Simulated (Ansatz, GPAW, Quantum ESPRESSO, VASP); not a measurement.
## One structure in several programs: ZrO₂ (Fm-3m, 3 atoms in the cell)

Self-consistent single point.

```
CELL_PARAMETERS angstrom
      0.00000     2.57478     2.57478
      2.57478     0.00000     2.57478
      2.57478     2.57478     0.00000
ATOMIC_POSITIONS crystal
  Zr 0.00000 0.00000 0.00000
  O  0.25000 0.25000 0.25000
  O  0.75000 0.75000 0.75000
```

Shared settings, as Ansatz (a first-principles code) writes them: kpoints.mp_grid.grid = 2 2 2; scf.occupations.method = fermi_dirac; scf.occupations.width = 0.05 eV. Potentials and cutoffs stand in the table.

| code | model | pressure (GPa) | gap on the mesh (eV) | cutoff |
|---|---|---|---|---|
| Quantum ESPRESSO | PBE, SSSP 1.1.2 efficiency (PBE) pseudopotentials | -1.35 | 2.982 | 55 Ry |
| VASP | PBE, VASP's PBE PAW potentials (set 64) | -6.42 | – | 400 eV |
| GPAW | PBE, GPAW PAW datasets PBE (gpaw-data 1.0.1) | – | 2.981 | 950 eV |
| Ansatz | PBE, default PAW files | -1.61 | 2.986 | 420 eV |

A dash marks a value that a program does not give, or that is left out as unsure.

No gap is tabulated for VASP: it is not read from that output, or partly filled or unconverged empty levels leave it unsure.

Gaps are read on the mesh.

The spread over the programs that give each value: pressure within 5.07 GPa; gap on the mesh within 0.005 eV.

Ansatz's pressure is given at a fixed set of plane waves, as the other plane-wave codes print theirs; with its correction for the finite basis it is -0.95 GPa (the shift of 0.67 GPa shows how far the cutoff is from converged). The pressure of GPAW is left out: its cutoff lies under the one at which its stress was checked. In the pressure, VASP (by 4.80) lies more than 1 GPa from the median of the plane-wave programs.

On the base mesh (6 6 6) the same programs gave: Ansatz pressure -5.11 GPa, gap on the mesh 3.264 eV; GPAW gap on the mesh 3.260 eV; Quantum ESPRESSO pressure -4.89 GPa, gap on the mesh 3.260 eV; VASP pressure -10.03 GPa.

The values differ from the base mesh's, so the mesh still matters here: the table compares the programs at equal settings.

VASP's run is marked for a possible Pulay error in its stress at this cutoff; no cutoff test was made.

The starting cell has typed, rounded lattice constants, without a prior relaxation at this level. Its lattice was rescaled by a random factor within 2.5 % of one.

Left out of this page: ABINIT, FLEUR and SIESTA (not drawn, or without a comparable value); CP2K (on another mesh).

Keys are those of Ansatz 0.2.
